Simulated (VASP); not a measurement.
Elastic constants (GPa) of a crystal from PBE GGA, VASP's PBE PAW potentials (set 64) in VASP:

```
      xx    yy    zz    yz    xz    xy
--  ----  ----  ----  ----  ----  ----
xx  77.2  21.9  25.1   0.0   0.0   0.0
yy  21.9  77.2  25.1   0.0   0.0   0.0
zz  25.1  25.1  82.8   0.0   0.0   0.0
yz   0.0   0.0   0.0  28.8   0.0   0.0
xz   0.0   0.0   0.0   0.0  28.8   0.0
xy   0.0   0.0   0.0   0.0   0.0  27.6
```

The 4f electrons are frozen in the core of the lanthanide potential, so 4f levels, which can set the real gap, and their magnetism are missing. Finite-difference elastic constants of metals are sensitive to mesh and smearing; shear constants can be off by tens of GPa.

Question: Work out the Voigt, Reuss and Hill moduli, Young's modulus and Poisson's ratio.

Answer: All eigenvalues are positive (smallest 27.6 GPa), so the crystal is stable. K_V = (C11+C22+C33+2(C12+C13+C23))/9 = (237.2 + 2×72.1)/9 = 42.4 GPa; G_V = (237.2 − 72.1 + 3×85.2)/15 = 28.0 GPa. From the compliances, K_R = 42.3 GPa and G_R = 28.0 GPa. Hill: K = 42.3 GPa, G = 28.0 GPa, E = 9KG/(3K+G) = 68.9 GPa, ν = (3K−2G)/(2(3K+G)) = 0.229. K/G = 1.51, below Pugh's 1.75; universal anisotropy A^U = 0.01.

Question: With a density of 8.46 g/cm³, what are the mean sound speeds?

Answer: v_l = √((K+4G/3)/ρ) = 3.07 km/s and v_t = √(G/ρ) = 1.82 km/s. The crystal is Dy (hcp), hexagonal.

The compound is Dy in the hcp structure. It was relaxed first.
